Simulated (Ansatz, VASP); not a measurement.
# ZnGaBiSe4: VASP beside Ansatz

Wanted: the spread between two codes on one cell, functional and k mesh. The cell is invented: As first built, before any earlier steps moved the atoms (in the runner's words): it takes the ZnGa2Se4 structure with some of its atoms replaced by other elements, volume scaled by an estimate. It may not be a known or stable phase. The structure shown is frame 250 of VASP's trajectory.

Program: Ansatz 0.2.0. Level of theory: plane waves, with VASP 6.6.1 beside it; single point at PBE. Results are calculated unless marked as measured.

**1. Starting point**

The cell holds 28 atoms: 4 Bi, 16 Se, 4 Ga and 4 Zn. Cell: a = 10.964 Å, b = 8.700 Å, c = 13.996 Å, α = 90.0°, β = 141.6°, γ = 90.0°. It derives from ZnGaBiSe4. As first built, before any earlier steps moved the atoms (in the runner's words): sites of the ZnGa2Se4 structure (space group 82) filled with other elements, volume scaled by an estimate.

**2. VASP: dynamics, PBE**

This run makes the geometry at which the two programs are then compared.

Lines of VASP's logs that name or quote its potential files are left out, and so is its time.

Contents of INCAR:

```
SYSTEM = ZnGaBiSe4
PREC = Normal
ENCUT = 240
EDIFF = 1E-04
NELM = 120
ISMEAR = -1
SIGMA = 0.1206
LREAL = Auto
ALGO = VeryFast
GGA = PE
LWAVE = .FALSE.
LCHARG = .FALSE.
NCORE = 4
IBRION = 0
NSW = 250
POTIM = 2
TEBEG = 1400
TEEND = 1400
ISYM = 0
ISIF = 2
NELMIN = 4
MAXMIX = 40
NBLOCK = 1
RANDOM_SEED = 738593 0 0
NWRITE = 1
MDALGO = 1
ANDERSEN_PROB = 0
```

Contents of POSCAR:

```
ZnGaBiSe4
1.0
    0.0000000000      0.0000000000     10.9643258404
    6.1515888920     -6.1515888766      0.0000000000
    6.1515888766      6.1515888920    -10.9643258404
Bi Se Ga Zn
4 16 4 4
Direct
    0.0000000000      0.0000000000      0.0000000000
    0.0000000000      0.0000000000      0.5000000000
    0.5000000000      0.5000000000      0.0000000000
    0.5000000000      0.5000000000      0.5000000000
    0.3540089494      0.7755122695      0.4963752615
    0.3540089494      0.7755122695      0.9963752614
    0.8540089494      0.2755122695      0.4963752614
    0.8540089494      0.2755122695      0.9963752615
    0.8668540425      0.9963752614      0.2244877305
    0.8668540425      0.9963752614      0.7244877305
    0.3668540425      0.4963752614      0.2244877305
    0.3668540425      0.4963752614      0.7244877305
    0.3612584266      0.2244877304      0.0036247386
    0.3612584266      0.2244877304      0.5036247386
    0.8612584266      0.7244877304      0.0036247386
    0.8612584266      0.7244877304      0.5036247386
    0.4178785816      0.0036247385      0.2755122695
    0.4178785816      0.0036247385      0.7755122695
    0.9178785816      0.5036247386      0.2755122695
    0.9178785816      0.5036247386      0.7755122695
    0.5000000000      0.2500000000      0.2500000000
    0.5000000000      0.2500000000      0.7500000000
    0.0000000000      0.7500000000      0.2500000000
    0.0000000000      0.7500000000      0.7500000000
    0.5000000000      0.0000000000      0.0000000000
    0.5000000000      0.0000000000      0.5000000000
    0.0000000000      0.5000000000      0.0000000000
    0.0000000000      0.5000000000      0.5000000000
```

Contents of KPOINTS:

```
Automatic mesh
0
Gamma
1 1 1
0 0 0
```

PAW data sets: Bi, Se, Ga and Zn (PBE family, release 64).

Launch:

```bash
> mpirun -np 4 vasp_gam
```

Numbers of over 12 decimals in the logs are rounded to 6 here.

The log of the run:

```text
[banner, memory and clock lines left out]
running    4 mpi-ranks, on    1 nodes
 distrk:  each k-point on    4 cores,    1 groups
 distr:  one band on    4 cores,    1 groups

 POSCAR found type information on POSCAR BiSeGaZn
 POSCAR found :  4 types and      28 ions
 LDA part: xc-table for (Slater+PW92), standard interpolation
 POSCAR, INCAR and KPOINTS ok, starting setup
 FFT: planning ... GRIDC
 FFT: planning ... GRID_SOFT
 FFT: planning ... GRID
 WAVECAR not read
 prediction of wavefunctions initialized - no I/O
 entering main loop
       N       E                     dE             d eps       ncg     rms          rms(c)
RMM:   1     0.877098472662E+03    0.87710E+03   -0.49259E+04   105   0.841E+02
RMM:   2     0.332008871066E+03   -0.54509E+03   -0.12011E+04   105   0.220E+02
RMM:   3     0.936356862671E+02   -0.23837E+03   -0.34934E+03   105   0.108E+02
RMM:   4    -0.178179041203E+02   -0.11145E+03   -0.11558E+03   105   0.660E+01
RMM:   5    -0.649132257464E+02   -0.47095E+02   -0.40969E+02   105   0.376E+01
RMM:   6    -0.880720065095E+02   -0.23159E+02   -0.18921E+02   105   0.235E+01
RMM:   7    -0.978401646572E+02   -0.97682E+01   -0.85221E+01   105   0.154E+01
RMM:   8    -0.101730136004E+03   -0.38900E+01   -0.36942E+01   105   0.970E+00
RMM:   9    -0.104652377523E+03   -0.29222E+01   -0.28492E+01   240   0.636E+00
RMM:  10    -0.104943281048E+03   -0.29090E+00   -0.35359E+00   254   0.214E+00
RMM:  11    -0.104971518515E+03   -0.28237E-01   -0.30202E-01   272   0.704E-01
RMM:  12    -0.104974705044E+03   -0.31865E-02   -0.36503E-02   245   0.222E-01    0.161E+01
RMM:  13    -0.996811018040E+02    0.52936E+01   -0.15869E+01   378   0.836E+00    0.104E+01
RMM:  14    -0.994085535861E+02    0.27255E+00   -0.22908E+00   325   0.285E+00    0.462E+00
RMM:  15    -0.993847356868E+02    0.23818E-01   -0.19463E-01   235   0.103E+00    0.108E+00
RMM:  16    -0.993939822362E+02   -0.92465E-02   -0.37838E-02   230   0.492E-01    0.313E-01
RMM:  17    -0.993963697169E+02   -0.23875E-02   -0.93662E-03   220   0.200E-01    0.135E-01
RMM:  18    -0.993970657115E+02   -0.69599E-03   -0.29500E-03   225   0.109E-01    0.315E-02
RMM:  19    -0.993972157867E+02   -0.15008E-03   -0.98383E-04   181   0.556E-02    0.332E-02
RMM:  20    -0.993972356498E+02   -0.19863E-04   -0.29663E-04   130   0.339E-02
      1 T=  1400. E= -.94511764E+02 F= -.99397236E+02 E0= -.99393095E+02  EK= 0.48855E+01 SP= 0.00E+00 SK= 0.00E+00
[... from here on, the cycles between the ionic steps are left out ...]
      2 T=  1395. E= -.94511638E+02 F= -.99378806E+02 E0= -.99374543E+02  EK= 0.48672E+01 SP= 0.00E+00 SK= 0.00E+00
      3 T=  1379. E= -.94511481E+02 F= -.99325406E+02 E0= -.99321037E+02  EK= 0.48139E+01 SP= 0.00E+00 SK= 0.00E+00
      4 T=  1354. E= -.94511494E+02 F= -.99237495E+02 E0= -.99232964E+02  EK= 0.47260E+01 SP= 0.00E+00 SK= 0.00E+00
      5 T=  1319. E= -.94511550E+02 F= -.99115788E+02 E0= -.99111024E+02  EK= 0.46042E+01 SP= 0.00E+00 SK= 0.00E+00
      6 T=  1275. E= -.94511525E+02 F= -.98961888E+02 E0= -.98956819E+02  EK= 0.44504E+01 SP= 0.00E+00 SK= 0.00E+00
      7 T=  1223. E= -.94511298E+02 F= -.98779007E+02 E0= -.98773574E+02  EK= 0.42677E+01 SP= 0.00E+00 SK= 0.00E+00
      8 T=  1164. E= -.94510888E+02 F= -.98571670E+02 E0= -.98565814E+02  EK= 0.40608E+01 SP= 0.00E+00 SK= 0.00E+00
      9 T=  1099. E= -.94510394E+02 F= -.98345882E+02 E0= -.98339548E+02  EK= 0.38355E+01 SP= 0.00E+00 SK= 0.00E+00
     10 T=  1031. E= -.94509862E+02 F= -.98108804E+02 E0= -.98101944E+02  EK= 0.35989E+01 SP= 0.00E+00 SK= 0.00E+00
     11 T=   963. E= -.94509475E+02 F= -.97868715E+02 E0= -.97861299E+02  EK= 0.33592E+01 SP= 0.00E+00 SK= 0.00E+00
     12 T=   895. E= -.94508960E+02 F= -.97634194E+02 E0= -.97626195E+02  EK= 0.31252E+01 SP= 0.00E+00 SK= 0.00E+00
     13 T=   833. E= -.94508463E+02 F= -.97414101E+02 E0= -.97405516E+02  EK= 0.29056E+01 SP= 0.00E+00 SK= 0.00E+00
     14 T=   776. E= -.94508061E+02 F= -.97216410E+02 E0= -.97207248E+02  EK= 0.27083E+01 SP= 0.00E+00 SK= 0.00E+00
     15 T=   728. E= -.94507643E+02 F= -.97047334E+02 E0= -.97037615E+02  EK= 0.25397E+01 SP= 0.00E+00 SK= 0.00E+00
     16 T=   689. E= -.94507450E+02 F= -.96911286E+02 E0= -.96901059E+02  EK= 0.24038E+01 SP= 0.00E+00 SK= 0.00E+00
     17 T=   660. E= -.94507549E+02 F= -.96810693E+02 E0= -.96800008E+02  EK= 0.23031E+01 SP= 0.00E+00 SK= 0.00E+00
Information: wavefunction orthogonal band  104  0.8879
 bond charge predicted
 prediction of wavefunctions
       N       E                     dE             d eps       ncg     rms          rms(c)
RMM:   1    -0.967451051252E+02    0.65580E-01   -0.15660E-02   235   0.147E-01    0.159E-02
RMM:   2    -0.967452714977E+02   -0.16637E-03   -0.17962E-03   200   0.731E-02    0.121E-02
RMM:   3    -0.967452992468E+02   -0.27749E-04   -0.28170E-04   136   0.312E-02    0.111E-02
RMM:   4    -0.967453074122E+02   -0.81653E-05   -0.83617E-05   106   0.171E-02
     18 T=   641. E= -.94507788E+02 F= -.96745307E+02 E0= -.96734219E+02  EK= 0.22375E+01 SP= 0.00E+00 SK= 0.00E+00
Information: wavefunction orthogonal band  105  0.8863
 bond charge predicted
 prediction of wavefunctions
       N       E                     dE             d eps       ncg     rms          rms(c)
RMM:   1    -0.967124709074E+02    0.32828E-01   -0.15664E-02   236   0.144E-01    0.175E-02
RMM:   2    -0.967126475495E+02   -0.17664E-03   -0.18312E-03   193   0.718E-02    0.157E-02
RMM:   3    -0.967126777562E+02   -0.30207E-04   -0.30646E-04   135   0.310E-02    0.144E-02
[... the rest is left out ...]
```

Parts of OUTCAR (step 2):

```text
ion  position               nearest neighbor table
   1  0.000  0.000  0.000-  10 2.86  17 2.86   8 2.86  15 2.86
   2  0.000  0.000  0.500-   7 2.86   9 2.86  18 2.86  16 2.86
   3  0.500  0.500  0.000-   6 2.86  12 2.86  19 2.86  13 2.86
   4  0.500  0.500  0.500-  11 2.86   5 2.86  20 2.86  14 2.86
   5  0.354  0.776  0.496-  23 2.46  26 2.50   4 2.86
   6  0.354  0.776  0.996-  24 2.46  25 2.50   3 2.86
   7  0.854  0.276  0.496-  21 2.46  28 2.50   2 2.86
   8  0.854  0.276  0.996-  22 2.46  27 2.50   1 2.86
   9  0.867  0.996  0.224-  23 2.46  25 2.50   2 2.86
  10  0.867  0.996  0.724-  24 2.46  26 2.50   1 2.86
  11  0.367  0.496  0.224-  21 2.46  27 2.50   4 2.86
  12  0.367  0.496  0.724-  22 2.46  28 2.50   3 2.86
  13  0.361  0.224  0.004-  21 2.46  25 2.50   3 2.86
  14  0.361  0.224  0.504-  22 2.46  26 2.50   4 2.86
  15  0.861  0.724  0.004-  23 2.46  27 2.50   1 2.86
  16  0.861  0.724  0.504-  24 2.46  28 2.50   2 2.86
  17  0.418  0.004  0.276-  21 2.46  26 2.50   1 2.86
  18  0.418  0.004  0.776-  22 2.46  25 2.50   2 2.86
  19  0.918  0.504  0.276-  23 2.46  28 2.50   3 2.86
  20  0.918  0.504  0.776-  24 2.46  27 2.50   4 2.86
  21  0.500  0.250  0.250-   7 2.46  11 2.46  13 2.46  17 2.46
  22  0.500  0.250  0.750-  12 2.46  14 2.46   8 2.46  18 2.46
  23  0.000  0.750  0.250-  19 2.46   9 2.46  15 2.46   5 2.46
  24  0.000  0.750  0.750-  20 2.46  10 2.46   6 2.46  16 2.46
  25  0.500  0.000  0.000-  13 2.50   9 2.50   6 2.50  18 2.50
  26  0.500  0.000  0.500-  14 2.50  10 2.50   5 2.50  17 2.50
  27  0.000  0.500  0.000-  15 2.50  11 2.50   8 2.50  20 2.50
  28  0.000  0.500  0.500-  16 2.50  12 2.50   7 2.50  19 2.50

 Found      1 irreducible k-points:

   k-points           NKPTS =      1   k-points in BZ     NKDIM =      1   number of bands    NBANDS=    105

   dimension x,y,z NGX =    42 NGY =   36 NGZ =   54
   dimension x,y,z NGXF=    84 NGYF=   72 NGZF=  108

   ENCUT  =  240.0 eV  17.64 Ry    4.20 a.u.  13.85 10.99 17.68*2*pi/ulx,y,z

   NELECT =     176.0000    total number of electrons

 k-points in reciprocal lattice and weights: Automatic mesh
   0.00000000  0.00000000  0.00000000       1.000

 average (electrostatic) potential at core
       1 -65.6981       2 -65.5358       3 -65.6975       4 -66.1340       5 -56.5293
       6 -56.0948       7 -56.1694       8 -55.8600       9 -55.9319      10 -55.4173
      11 -56.1753      12 -56.0881      13 -55.8404      14 -56.0395      15 -55.9788
      16 -56.1607      17 -55.9298      18 -56.2959      19 -55.8450      20 -56.1682
      21 -15.9962      22 -15.8251      23 -15.8036      24 -15.9009      25 -37.2542
      26 -37.3652      27 -37.4369      28 -37.4376

 E-fermi :   2.0498

 k-point     1 :       0.0000    0.0000    0.0000
  band No.  band energies     occupation
    ...
     84       0.9974      1.99968
     85       1.0947      1.99927
     86       1.1332      1.99900
     87       1.2994      1.99604
     88       1.5100      1.97749
     89       2.5826      0.02382
     90       2.8312      0.00306
     91       2.9357      0.00129
     92       3.0614      0.00045
     93       3.1485      0.00022
    ...

  Total        3.7712725      2.6002710    -11.4867395     -3.6841336     -1.9754782      3.3253652
  in kB        7.2813508      5.0204502    -22.1779202     -7.1131082     -3.8141370      6.4204193
  external PRESSURE =      -3.2920397 kB  Pullay stress =       0.0000000 kB

  energy-cutoff  :      240.00
  volume of cell :      829.83
      direct lattice vectors                 reciprocal lattice vectors
     0.000000000  0.000000000 10.964325840     0.081279814  0.081279814  0.091204878
     6.151588892 -6.151588877  0.000000000     0.081279814 -0.081279814  0.000000000
     6.151588877  6.151588892-10.964325840     0.081279814  0.081279814  0.000000000

 POSITION                                       TOTAL-FORCE (eV/Angst)
 -----------------------------------------------------------------------------------
      0.16625      0.00529     10.73419        -0.379446     -0.273174      0.555123
      3.51118      3.01031     -4.63969        -1.600228     -1.095003      0.113816
      2.90409     -2.85718      5.19494         0.465918     -0.527288     -0.209781
      5.73874     -0.05215     -0.04110        -0.268863      0.461725      0.336825
      7.45325     -1.27656     -1.70954         0.402469     -1.033114     -0.243506
     10.68832      1.32679     -7.15038        -0.355766     -0.133144     -0.309595
      4.79109      1.45157      4.45190         0.993354     -0.797089     -0.450386
      7.90590      4.18359     -1.52284         0.701260     -0.183932      0.558999
      7.25284     -4.87505      7.13121         0.431625      0.592231      0.838346
     10.29069     -1.46735      0.98602         0.159822      0.165496      0.548951
      4.49642     -1.85464      1.71517        -0.316048      0.695236      0.434620
      7.83085      1.28131     -4.25446        -0.575698      0.625317     -0.007536
      1.31086     -0.89238      3.74518         0.564259      0.330863     -0.422566
      4.47939      2.11510     -2.20136         0.235165     -0.747830      0.702300
      4.48950     -4.28901      9.80685         0.192580     -0.251859     -0.240051
      7.87914     -1.92007      4.46287         0.056323      0.348237     -0.794133
      2.22561      1.67470      1.16064        -0.326539     -0.268448     -0.010298
      5.18013      4.91569     -3.78792         0.517414      1.591188     -0.680926
      4.62212     -1.58868      7.04944         0.371954      0.133985     -0.579451
      7.52495      1.29146      1.75913        -0.136101      0.226884     -0.195169
      3.42795      0.30596      2.84088        -0.883635     -0.864207     -0.217063
      6.56616      3.08897     -3.19878         0.223982     -0.857741      0.821858
      6.05699     -3.15793     -2.56893        -0.395484      0.452244     -0.846026
      8.96900     -0.26998      3.04539         0.673663     -0.124824     -0.970468
      6.02335     -5.94952      5.34297        -0.124487      0.012620     -0.000704
      9.03229     -2.95487     -0.54986         0.600899      0.703488     -0.048433
      8.99805      2.87967      0.24013        -0.332944      0.137863      0.364741
      6.21377     -0.52365      5.24323        -0.853445      0.712295      0.880512
 -----------------------------------------------------------------------------------
    total drift:                                0.042005      0.032017     -0.070001

  FREE ENERGIE OF THE ION-ELECTRON SYSTEM (eV)
  ---------------------------------------------------
  free  energy   TOTEN  =       -97.4039075703 eV

  energy  without entropy=      -97.3624036969  energy(sigma->0) =      -97.38315563
```

The data sets Bi and Ga keep the semicore shell frozen, which is cheaper and a little less accurate.

(Part 1 of 2 ends here.)

[Lines on the potential files, build, host, timing and source positions are cut from VASP's logs without a mark.]

[Logs are printed without paths, hosts, clocks, repeated set-up lines and the standing remarks that a program may print on its own settings, such as how far it seeks lower states.]

[Hosts, paths, dates, database ids (printed as entryN), source tags and the programs' standing remarks are cut or masked in the printed files.]
